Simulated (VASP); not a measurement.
# Al3BiO3 (Pm-3m) in VASP: further runs

One crystal, Al3BiO3, is run at these levels: PBE; tasks: relaxation of cell and atoms.

All numbers are computed with VASP 6.6.1; they aren't measurements. Logs are shortened: lines on timing, memory, paths and dates and some standing lists are left out, and cuts for length are marked.

**1. The crystal as given**

Symmetry: Pm-3m, No. 221, cubic system. Conventional cell: a = 4.709 Å, b = 4.709 Å, c = 4.709 Å, α = 90.00°, β = 90.00°, γ = 90.00°. Al (site symmetry 4/mmm) is surrounded by 2 Bi at 2.35 Å and 4 O at 2.35 Å. Bi (site symmetry m-3m) is surrounded by 6 Al at 2.35 Å. O (site symmetry 4/mmm) is surrounded by 4 Al at 2.35 Å.

The cell was built by a generator and needn't be a form met in nature.

**2. Relaxation of cell and atoms, PBE**

The input, INCAR:

```
SYSTEM = Al3BiO3
ALGO = Fast
EDIFF = 1E-4
EDIFFG = -0.08
ENCUT = 520
GGA = PE
IBRION = 2
ISIF = 3
ISMEAR = 0
LASPH = .TRUE.
LCHARG = .FALSE.
LREAL = .FALSE.
LWAVE = .FALSE.
NELM = 60
NSW = 24
PREC = Normal
SIGMA = 0.15
```

The input, KPOINTS:

```
k-points
0
G
  3 3 3
  0 0 0
```

The input, POSCAR:

```
Al3BiO3
1.0
    4.7086772100      0.0000000000      0.0000000000
    0.0000000000      4.7086772100      0.0000000000
    0.0000000000      0.0000000000      4.7086772100
Al Bi O
3 1 3
Direct
    0.5000000000      0.0000000000      0.0000000000
    0.0000000000      0.5000000000      0.0000000000
    0.0000000000      0.0000000000      0.5000000000
    0.0000000000      0.0000000000      0.0000000000
    0.0000000000      0.5000000000      0.5000000000
    0.5000000000      0.0000000000      0.5000000000
    0.5000000000      0.5000000000      0.0000000000
```

Potentials or basis: VASP PAW PBE potentials, release 64 (Al, Bi_d, O).

Launch:

```sh
> cat potpaw_PBE.64/Al/POTCAR potpaw_PBE.64/Bi_d/POTCAR potpaw_PBE.64/O/POTCAR > POTCAR
> mpirun -np 1 vasp_std > vasp.out
```

OUTCAR:

```text
SYSTEM = Al3BiO3
   EDIFF = 1E-4
   EDIFFG = -0.08
   ENCUT = 520
   GGA = PE
   IBRION = 2
   ISIF = 3
   ISMEAR = 0
   LASPH = .TRUE.
   LREAL = .FALSE.
   NELM = 60
   NSW = 24
   PREC = Normal

 ion  position               nearest neighbor table
   1  0.500  0.000  0.000-   4 2.35   6 2.35   7 2.35   6 2.35   7 2.35   4 2.35   3 3.33   2 3.33
                             2 3.33   2 3.33   3 3.33   3 3.33   3 3.33   2 3.33
   2  0.000  0.500  0.000-   4 2.35   5 2.35   7 2.35   5 2.35   4 2.35   7 2.35   3 3.33   1 3.33
                             3 3.33   1 3.33   3 3.33   1 3.33   3 3.33   1 3.33
   3  0.000  0.000  0.500-   4 2.35   5 2.35   6 2.35   4 2.35   5 2.35   6 2.35   2 3.33   2 3.33
                             2 3.33   1 3.33   2 3.33   1 3.33   1 3.33   1 3.33
   4  0.000  0.000  0.000-   1 2.35   2 2.35   3 2.35   3 2.35   2 2.35   1 2.35
   5  0.000  0.500  0.500-   2 2.35   3 2.35   2 2.35   3 2.35
   6  0.500  0.000  0.500-   1 2.35   3 2.35   1 2.35   3 2.35
   7  0.500  0.500  0.000-   1 2.35   2 2.35   1 2.35   2 2.35

  LATTYP: Found a simple cubic cell.
 ALAT       =     4.7086772100

  Lattice vectors:

 A1 = (   4.7086772100,   0.0000000000,   0.0000000000)
 A2 = (   0.0000000000,   4.7086772100,   0.0000000000)
 A3 = (   0.0000000000,   0.0000000000,   4.7086772100)

Analysis of symmetry for initial positions (statically):
=====================================================================
 Subroutine PRICEL returns:
 Original cell was already a primitive cell.

 Routine SETGRP: Setting up the symmetry group for a
 simple cubic supercell.

 Subroutine GETGRP returns: Found 48 space group operations
 (whereof 48 operations were pure point group operations)
 out of a pool of 48 trial point group operations.

The static configuration has the point symmetry O_h .

Analysis of symmetry for dynamics (positions and initial velocities):
=====================================================================
 Subroutine PRICEL returns:
 Original cell was already a primitive cell.

 Routine SETGRP: Setting up the symmetry group for a
 simple cubic supercell.

 Subroutine GETGRP returns: Found 48 space group operations
 (whereof 48 operations were pure point group operations)
 out of a pool of 48 trial point group operations.

The dynamic configuration has the point symmetry O_h .

 Subroutine INISYM returns: Found 48 space group operations
 (whereof 48 operations are pure point group operations),
 and found     1 'primitive' translations

----------------------------------------------------------------------------------------

                                     Primitive cell

  volume of cell :     104.3991

  direct lattice vectors                    reciprocal lattice vectors
     4.708677210  0.000000000  0.000000000     0.212373870  0.000000000  0.000000000
     0.000000000  4.708677210  0.000000000     0.000000000  0.212373870  0.000000000
     0.000000000  0.000000000  4.708677210     0.000000000  0.000000000  0.212373870

  length of vectors
     4.708677210  4.708677210  4.708677210     0.212373870  0.212373870  0.212373870

  position of ions in fractional coordinates (direct lattice)
     0.500000000  0.000000000  0.000000000
     0.000000000  0.500000000  0.000000000
     0.000000000  0.000000000  0.500000000
     0.000000000  0.000000000  0.000000000
     0.000000000  0.500000000  0.500000000
     0.500000000  0.000000000  0.500000000
     0.500000000  0.500000000  0.000000000

  ion indices of the primitive-cell ions
   primitive index   ion index
                 1           1
                 2           2
                 3           3
                 4           4
                 5           5
                 6           6
                 7           7

----------------------------------------------------------------------------------------

 KPOINTS: k-points

Automatic generation of k-mesh.
 Grid dimensions read from file:
 generate k-points for:    3    3    3

 Generating k-lattice:

  Cartesian coordinates                     Fractional coordinates (reciprocal lattice)
     0.070791290  0.000000000  0.000000000     0.333333333  0.000000000  0.000000000
     0.000000000  0.070791290  0.000000000     0.000000000  0.333333333  0.000000000
     0.000000000  0.000000000  0.070791290     0.000000000  0.000000000  0.333333333

  Length of vectors
     0.070791290  0.070791290  0.070791290

  Shift w.r.t. Gamma in fractional coordinates (k-lattice)
     0.000000000  0.000000000  0.000000000

 Subroutine IBZKPT returns following result:
 ===========================================

 Found      4 irreducible k-points:

 Following reciprocal coordinates:
            Coordinates               Weight
  0.000000  0.000000  0.000000      1.000000
  0.333333  0.000000  0.000000      6.000000
  0.333333  0.333333  0.000000     12.000000
  0.333333  0.333333  0.333333      8.000000
[... 53 lines left out ...]
  energy-cutoff  :      520.00
  volume of cell :      104.40
 maximum number of plane-waves:      2830
   NGX = 17   NGY = 17   NGZ = 17

--------------------------------------- Ionic step        1  -------------------------------------------

 number of electron      41.9999975 magnetization

 Free energy of the ion-electron system (eV)
  ---------------------------------------------------
  ext. energy  EPLUGINS =         0.00000000
  ---------------------------------------------------
  free energy    TOTEN  =       -30.49687972 eV

  energy without entropy =      -30.46653914  energy(sigma->0) =      -30.48170943

 E-fermi :   5.4008     XC(G=0): -10.1190

 val. band max:        5.2591622314   @ k =   0.3333   0.3333   0.0000
 cond. band min:       7.0021546682   @ k =   0.3333   0.0000   0.0000
 fundamental gap:      1.7429924368
 Fermi energy:         5.4008317421

 k-point     1 :       0.0000    0.0000    0.0000
  band No.  band energies     occupation
      1     -18.2749      2.00000
      2     -18.2749      2.00000
      3     -17.9590      2.00000
      4     -17.9590      2.00000
      5     -17.9590      2.00000
      6     -11.3453      2.00000
[... 17 lines left out ...]
     24       7.5617      0.00000
     25      10.9318      0.00000

 k-point     2 :       0.3333    0.0000    0.0000
  band No.  band energies     occupation
      1     -18.2741      2.00000
      2     -18.2554      2.00000
      3     -17.9597      2.00000
      4     -17.9597      2.00000
      5     -17.9589      2.00000
      6     -11.0694      2.00000
[... 136 lines left out ...]
 POSITION                                       TOTAL-FORCE (eV/Angst)
 -----------------------------------------------------------------------------------
      2.43482      0.00000     -0.00000        -0.000000      0.000000      0.000000
      0.00000      2.43482     -0.00000        -0.000000      0.000000      0.000000
      0.00000      0.00000      2.43482        -0.000000      0.000000      0.000000
      0.00000      0.00000      0.00000        -0.000000      0.000000      0.000000
      0.00000      2.43482      2.43482         0.000000      0.000000      0.000000
      2.43482      0.00000      2.43482        -0.000000      0.000000      0.000000
      2.43482      2.43482     -0.00000        -0.000000      0.000000      0.000000
 -----------------------------------------------------------------------------------
    total drift:                                0.000000      0.000000      0.000000

  FREE ENERGIE OF THE ION-ELECTRON SYSTEM (eV)
  ---------------------------------------------------
  free  energy   TOTEN  =       -30.6415390851 eV

  energy  without entropy=      -30.6111839197  energy(sigma->0) =      -30.62636150

--------------------------------------- Ionic step        3  -------------------------------------------

 number of electron      41.9999988 magnetization

 Free energy of the ion-electron system (eV)
  ---------------------------------------------------
  ext. energy  EPLUGINS =         0.00000000
  ---------------------------------------------------
  free energy    TOTEN  =       -30.66896202 eV

  energy without entropy =      -30.63862998  energy(sigma->0) =      -30.65379600

 E-fermi :   4.7761     XC(G=0):  -9.8095

 val. band max:        4.6314210611   @ k =   0.3333   0.3333   0.0000
 cond. band min:       5.9326759279   @ k =   0.3333   0.0000   0.0000
 fundamental gap:      1.3012548668
 Fermi energy:         4.7761388327

 k-point     1 :       0.0000    0.0000    0.0000
  band No.  band energies     occupation
      1     -18.8182      2.00000
      2     -18.8182      2.00000
      3     -18.5493      2.00000
      4     -18.5493      2.00000
      5     -18.5493      2.00000
      6     -11.7000      2.00000
[... 17 lines left out ...]
     24       6.2237      0.00000
     25      10.1782      0.00000

 k-point     2 :       0.3333    0.0000    0.0000
  band No.  band energies     occupation
      1     -18.8177      2.00000
      2     -18.8035      2.00000
      3     -18.5498      2.00000
      4     -18.5498      2.00000
      5     -18.5492      2.00000
      6     -11.4743      2.00000
[... 86 lines left out ...]
 VOLUME and BASIS-vectors are now :
 -----------------------------------------------------------------------------
  energy-cutoff  :      520.00
  volume of cell :      112.08
      direct lattice vectors                 reciprocal lattice vectors
     4.821420294  0.000000000 -0.000000000     0.207407763 -0.000000000  0.000000000
     0.000000000  4.821420294 -0.000000000    -0.000000000  0.207407763  0.000000000
     0.000000000  0.000000000  4.821420294     0.000000000  0.000000000  0.207407763

 POSITION                                       TOTAL-FORCE (eV/Angst)
 -----------------------------------------------------------------------------------
      2.41071      0.00000     -0.00000        -0.000000      0.000000      0.000000
      0.00000      2.41071     -0.00000        -0.000000      0.000000      0.000000
      0.00000      0.00000      2.41071        -0.000000      0.000000      0.000000
      0.00000      0.00000      0.00000        -0.000000      0.000000      0.000000
      0.00000      2.41071      2.41071         0.000000      0.000000      0.000000
      2.41071      0.00000      2.41071        -0.000000      0.000000      0.000000
      2.41071      2.41071     -0.00000        -0.000000      0.000000      0.000000
 -----------------------------------------------------------------------------------
    total drift:                                0.000000      0.000000      0.000000

  FREE ENERGIE OF THE ION-ELECTRON SYSTEM (eV)
  ---------------------------------------------------
  free  energy   TOTEN  =       -30.6689620159 eV

  energy  without entropy=      -30.6386299800  energy(sigma->0) =      -30.65379600

 reached required accuracy - stopping structural energy minimisation
```

Run time: 24 s. Hardware: 1 thread of Intel Xeon Platinum 8488C (Sapphire Rapids), shared host; peak memory 0.16 GiB.

What came out:

- Free energy: -30.6690 eV
- Relaxed volume: 16.01 Å³/atom
- Relaxed cell: a = 4.821 Å, b = 4.821 Å, c = 4.821 Å, α = 90.00°, β = 90.00°, γ = 90.00°
- Space group after relaxing (to 0.05 Å): Pm-3m (No. 221)
- Energy gained by relaxing: 24.6 meV/atom
- Ionic steps: 3
- Pressure after relaxing: 0.0 GPa
- Band gap on the k mesh: none (metal or under the smearing width)

Step by step:
| step | energy change (eV) | largest force (eV/Å) | pressure (GPa) | volume (Å³) |
| --- | --- | --- | --- | --- |
| 1 | 0.0000 | 0.0000 | 7.61 | 104.40 |
| 2 | -0.1447 | 0.0000 | -2.73 | 115.48 |
| 3 | -0.1721 | 0.0000 | -0.02 | 112.08 |

Final structure:
```cif
data_structure
_symmetry_space_group_name_H-M 'P 1'
_symmetry_Int_Tables_number 1
_cell_length_a 4.8214
_cell_length_b 4.8214
_cell_length_c 4.8214
_cell_angle_alpha 90.000
_cell_angle_beta 90.000
_cell_angle_gamma 90.000
_cell_volume 112.08
loop_
_atom_site_label
_atom_site_type_symbol
_atom_site_fract_x
_atom_site_fract_y
_atom_site_fract_z
_atom_site_occupancy
Al1 Al 0.50000 0.00000 0.00000 1
Al2 Al 0.00000 0.50000 0.00000 1
Al3 Al 0.00000 0.00000 0.50000 1
Bi1 Bi 0.00000 0.00000 0.00000 1
O1 O 0.00000 0.50000 0.50000 1
O2 O 0.50000 0.00000 0.50000 1
O3 O 0.50000 0.50000 0.00000 1
```

Levels at points of the mesh, in eV from the Fermi level:
```
           k point  band 19  band 20  band 21  band 22  band 23  band 24
(0.00, 0.00, 0.00)    -0.76    -0.76    -0.21    -0.21    -0.21     1.45
```

Caveat: the k mesh is coarse (spacing up to 0.44 Å⁻¹), so the values aren't converged; spin-orbit coupling is left out, which moves the levels of the heavy elements; the relaxation stopped at a loose force limit of 0.08 eV/Å, so its end isn't a converged minimum.

**3. Relaxation of cell and atoms, PBE**

This run uses another cell than the first one, of 16.93 Å³/atom, 1.135 times its volume.

INCAR is that of step 2.

KPOINTS is that of step 2.

The input, POSCAR:

```
Al3BiO3
1.0
    4.9120507000      0.0000000000      0.0000000000
    0.0000000000      4.9120507000      0.0000000000
    0.0000000000      0.0000000000      4.9120507000
Al Bi O
3 1 3
Direct
    0.0000000000      0.5000000000      0.5000000000
    0.5000000000      0.0000000000      0.5000000000
    0.5000000000      0.5000000000      0.0000000000
    0.0000000000      0.0000000000      0.0000000000
    0.5000000000      0.0000000000      0.0000000000
    0.0000000000      0.5000000000      0.0000000000
    0.0000000000      0.0000000000      0.5000000000
```

Potentials or basis: VASP PAW PBE potentials, release 64 (Al, Bi_d, O).

Launch:

```sh
> cat potpaw_PBE.64/Al/POTCAR potpaw_PBE.64/Bi_d/POTCAR potpaw_PBE.64/O/POTCAR > POTCAR
> mpirun -np 1 vasp_std > vasp.out
```

Wall time 29 s (1 thread of Intel Xeon Platinum 8488C (Sapphire Rapids), shared host); peak memory 0.16 GiB.

It converged, with:

```yaml
Free_energy: -34.1021 eV
Relaxed_volume: 15.51 Å³/atom
Relaxed_cell: a = 4.771 Å, b = 4.771 Å, c = 4.771 Å, α = 90.00°, β = 90.00°, γ = 90.00°
Space_group_after_relaxing_to_0.05_Å: Pm-3m (No. 221)
Energy_gained_by_relaxing: 34.9 meV/atom
Ionic_steps: 3
Pressure_after_relaxing: 0.0 GPa
Band_gap_on_the_k_mesh: none (metal or under the smearing width)
```

Step by step:
| step | energy change (eV) | largest force (eV/Å) | pressure (GPa) | volume (Å³) |
| --- | --- | --- | --- | --- |
| 1 | 0.0000 | 0.0000 | -7.36 | 118.52 |
| 2 | -0.2203 | 0.0000 | 2.96 | 105.68 |
| 3 | -0.2440 | 0.0000 | 0.01 | 108.58 |

Final structure:
```xyz
7
Lattice="4.7708 0.0000 0.0000 0.0000 4.7708 0.0000 0.0000 0.0000 4.7708" Properties=species:S:1:pos:R:3 pbc="T T T"
Al    0.0000    2.3854    2.3854
Al    2.3854    0.0000    2.3854
Al    2.3854    2.3854    0.0000
Bi    0.0000    0.0000    0.0000
O     2.3854    0.0000    0.0000
O     0.0000    2.3854    0.0000
O     0.0000    0.0000    2.3854
```

Levels at points of the mesh, in eV from the Fermi level:
| k point | band 19 | band 20 | band 21 | band 22 | band 23 | band 24 |
| --- | --- | --- | --- | --- | --- | --- |
| (0.00, 0.00, 0.00) | -4.83 | -1.04 | -1.04 | 2.06 | 2.06 | 2.06 |

Caveat: the k mesh is coarse (spacing up to 0.43 Å⁻¹), so the values aren't converged; spin-orbit coupling is left out, which moves the levels of the heavy elements; the relaxation stopped at a loose force limit of 0.08 eV/Å, so its end isn't a converged minimum.

**4. Relaxation of cell and atoms, PBE**

This run uses another cell than the first one, of 14.27 Å³/atom, 0.957 times its volume.

INCAR is that of step 3.

KPOINTS is that of step 3.

The input, POSCAR:

```
Al3BiO3
1.0
    3.2800000000      1.8937088800      2.6800000000
   -3.2800000000      1.8937088800      2.6800000000
    0.0000000000     -3.7874177700      2.6800000000
Al Bi O
3 1 3
Direct
    0.5000000000      0.0001000000      0.5000000000
    0.0001000000      0.5000000000      0.5000000000
    0.5000000000      0.5000000000      0.0001000000
    0.7500000000      0.7500000000      0.7500000000
    0.2500000000      0.2500000000      0.7501000000
    0.2500000000      0.7501000000      0.2500000000
    0.7501000000      0.2500000000      0.2500000000
```

Launch:

```sh
> cat potpaw_PBE.64/Al/POTCAR potpaw_PBE.64/Bi_d/POTCAR potpaw_PBE.64/O/POTCAR > POTCAR
> mpirun -np 1 vasp_std > vasp.out
```

Run time: 3.5 min. Hardware: 1 thread of Intel Xeon Platinum 8488C (Sapphire Rapids), shared host; peak memory 0.17 GiB.

The run converged. Its results:

```
Free energy                            : -42.9816 eV
Relaxed volume                         : 14.99 Å³/atom
Relaxed cell                           : a = 4.815 Å, b = 4.815 Å, c = 4.815 Å, α = 100.73°, β = 100.73°, γ = 100.73°
Space group after relaxing (to 0.05 Å) : R3m (No. 160)
Energy gained by relaxing              : 1686.6 meV/atom
Ionic steps                            : 24
Pressure after relaxing                : 0.0 GPa
Largest force after relaxing           : 0.018 eV/Å
Band gap on the k mesh                 : 0.79 eV, indirect (least direct gap 0.81 eV)
```

Forces on the atoms (eV/Å):
```
Al  -0.015  0.009 -0.004
Al   0.015  0.009 -0.004
Al   0.000 -0.017 -0.004
Bi   0.000  0.000 -0.001
O    0.000  0.001  0.004
O    0.001 -0.001  0.004
O   -0.001 -0.001  0.004
```

Stress tensor (GPa, compression positive):
```
-0.13  0.00  0.00
 0.00 -0.13  0.00
 0.00  0.00  0.27
```

Step by step:
```
step  energy change (eV)  largest force (eV/Å)  pressure (GPa)  volume (Å³)
   1              0.0000               14.7374           34.77        99.88
   2             44.8281                1.9610          -18.38       149.60
   3             -6.9078                1.3491          -16.94       140.25
   4             -7.5864                1.3880          -16.01       134.83
   5             -8.8058                1.8254           -6.24       116.71
   6             -8.8181                1.7167           -8.94       119.60
   7             -8.8284                1.7675           -8.08       118.37
   8             -9.6495                1.3290            1.69       107.11
   9             -9.7121                1.2663            5.66       103.56
  10            -10.2941                1.1162            3.04       105.93
  11            -11.0628                2.0285           -2.12       112.48
  12            -11.0833                1.8495           -0.95       111.20
  13            -11.4083                0.9627           -4.33       112.12
  14            -11.4284                0.8475           -4.95       112.32
  15            -11.6387                0.8574           -0.71       106.86
  16            -11.6678                0.8340            1.59       104.47
  17            -11.7486                0.3272            0.75       104.76
  18            -11.7862                0.2442            0.01       105.04
  19            -11.7892                0.3276           -0.16       105.12
  20            -11.8015                0.1463           -0.07       104.94
  21            -11.8043                0.1163            0.11       104.82
  22            -11.8058                0.0824           -0.09       104.94
  23            -11.8061                0.1122            0.00       104.90
  24            -11.8061                0.0175            0.01       104.91
```

Final structure:
```
Al Bi O
1.0
     3.70832    2.14100    2.20225
    -3.70832    2.14100    2.20225
     0.00000   -4.28200    2.20225
Al Bi O
3 1 3
Direct
  0.46370 0.02162 0.46370
  0.02162 0.46370 0.46370
  0.46370 0.46370 0.02162
  0.87040 0.87040 0.87040
  0.26748 0.26748 0.64583
  0.26748 0.64583 0.26748
  0.64583 0.26748 0.26748
```

Levels at points of the mesh, in eV from the valence-band top:
```
           k point  band 19  band 20  band 21  band 22  band 23  band 24
(0.00, 0.00, 0.00)    -0.27    -0.03    -0.03     0.79     2.74     2.74
```

Caveat: the k mesh is coarse (spacing up to 0.45 Å⁻¹), so the values aren't converged; spin-orbit coupling is left out, which as a rule narrows the gap of such compounds by several tenths of an eV; an odd mesh through Γ misses points on the zone boundary, where band edges often lie; the relaxation stopped at a loose force limit of 0.08 eV/Å, so its end isn't a converged minimum.
